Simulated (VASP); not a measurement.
Runs of VASP 6.6.1 on Nb. Symmetry: Im-3m, No. 229, cubic system. Conventional cell: a = 3.328 Å, b = 3.328 Å, c = 3.328 Å, α = 90.00°, β = 90.00°, γ = 90.00°. Nb (site symmetry m-3m) is surrounded by 8 Nb at 2.88 Å. 

| level | potentials or basis | gap on the mesh (eV) | pressure (GPa) | relaxed volume (Å³/atom) |
| --- | --- | --- | --- | --- |
| PBE | VASP PAW PBE potentials, release 64 (Nb_sv) | none | 0.0 | (a) |
| LDA | VASP PAW LDA potentials, release 64 (Nb_sv) | none | 0.0 | 17.11 |
| PBEsol | VASP PAW PBE potentials, release 64 (Nb_sv) | none | -0.1 | 17.46 |
| RPBE | VASP PAW PBE potentials, release 64 (Nb_sv) | none | 0.0 | 18.39 |

Alike in all rows: task relaxation of cell and atoms; no spin polarisation; cell relaxed; k mesh 16 × 16 × 16; cutoff (eV) 600; smearing methfessel-paxton 0.1 eV.

**Question.** Estimate the missing entries.

**Answer.** (a) 18.08.

Caveats: the PAW data sets were made with another functional, which shifts forces and pressure a little (some runs).

A k mesh can miss the band edges, and the runs leave out spin-orbit coupling on Nb.

A gap of «none» marks a metal or a gap under the smearing width.

Not every run made on this cell is shown here.
